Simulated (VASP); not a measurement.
AgI (wurtzite):

```
CELL_PARAMETERS angstrom
      2.29500    -3.97506     0.00000
      2.29500     3.97506     0.00000
      0.00000     0.00000     7.51000
ATOMIC_POSITIONS crystal
  Ag 0.66667 0.33333 0.50000
  Ag 0.33333 0.66667 0.00000
  I  0.66667 0.33333 0.87500
  I  0.33333 0.66667 0.37500
```

The lowest empty band near Γ, direction c, from mBJ (TB09) with spin-orbit coupling in VASP (PAW); its two spin partners are averaged. The gap over the points computed is 2.55 eV, and the next band on that side lies 1.00 eV away at the edge.

Numerical set-up: 400 eV cut-off, 6×6×4 Γ-centred mesh, Gaussian smearing of 0.050 eV, potentials Ag I.

```
distance from the edge in k (1/Å)  distance in energy (meV)
---------------------------------  ------------------------
0.018                                                   4.8
0.025                                                   9.1
0.035                                                  17.8
0.050                                                  36.0
0.070                                                  69.4
```

Problem. Fit E(1 + αE) = ħ²k²/2m* (ħ²/2m0 = 3.810 eV Å²) and predict the row at 0.095 1/Å.

Solution. Least squares on the energies gives the electron mass m* = 0.260 m0 and α = 0.51 per eV, and so 124.4 meV. The run gave 124.6 meV, +0.2 meV from the fit.

Left out are points under 3 meV from the edge, since the levels carry 0.1 meV, and points farther than half the way to the next band.

The compound is AgI in the wurtzite structure. The cell was not relaxed at this level.
